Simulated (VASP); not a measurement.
Given:

```xyz
3
Lattice="0.0000 3.1354 3.1354 3.1354 0.0000 3.1354 3.1354 3.1354 0.0000" Properties=species:S:1:pos:R:3 pbc="T T T"
K      1.5677     1.5677     1.5677
K      4.7031     4.7031     4.7031
S      0.0000     0.0000     0.0000
```

Method: PBE GGA, VASP's PBE PAW potentials (set 64) (plane waves; VASP). Run with 500 eV cut-off, 6×6×6 Γ-centred mesh, Gaussian smearing of 0.050 eV, potentials K_sv S.

### Question
Predict the energy per atom (σ→0), pressure, band gap (on the k-mesh) with the smallest direct gap where there is one.

### Answer

```json
{
 "band gap (on the k-mesh)": "3.15 eV",
 "smallest direct gap (on the k-mesh)": "3.15 eV",
 "energy per atom (σ→0)": "-2.304 eV/atom",
 "pressure": "29.97 GPa"
}
```

The absolute energy has meaning only against runs of the same code, potentials and settings.

The compound is K2S in the antifluorite structure. It was relaxed first under an external pressure of 30 GPa.
